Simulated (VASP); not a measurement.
Energy against volume of SrVO3 (cubic perovskite). Calculation: LDA (Ceperley-Alder, Perdew-Zunger), VASP's LDA PAW potentials (set 64) (plane waves; VASP 6.6.1). Numerical set-up: 520 eV cut-off, 8×8×8 Γ-centred mesh, first-order Methfessel-Paxton smearing of 0.10 eV, potentials Sr_sv V_sv O.

```json
[
 {"V (Å³/atom)": "10.489", "E (eV/atom)": "-8.72845"},
 {"V (Å³/atom)": "10.813", "E (eV/atom)": "-8.73580"},
 {"V (Å³/atom)": "11.138", "E (eV/atom)": "-8.72987"},
 {"V (Å³/atom)": "11.462", "E (eV/atom)": "-8.71266"}
]
```

Fit these four points and predict the energy of the run at 10.164 Å³/atom.

A cubic in V^(−2/3), the third-order Birch-Murnaghan form, passes through the four points with V0 = 10.82 Å³/atom and B0 = 217 GPa, and gives -8.7055 eV/atom there. The run gave -8.7054 eV/atom, +0.0 meV/atom from the fit; all five points give B0 = 217 GPa.

The compound is SrVO3 in the cubic perovskite structure. It was relaxed first. The run is not spin-polarised, so no magnetic state was tried.
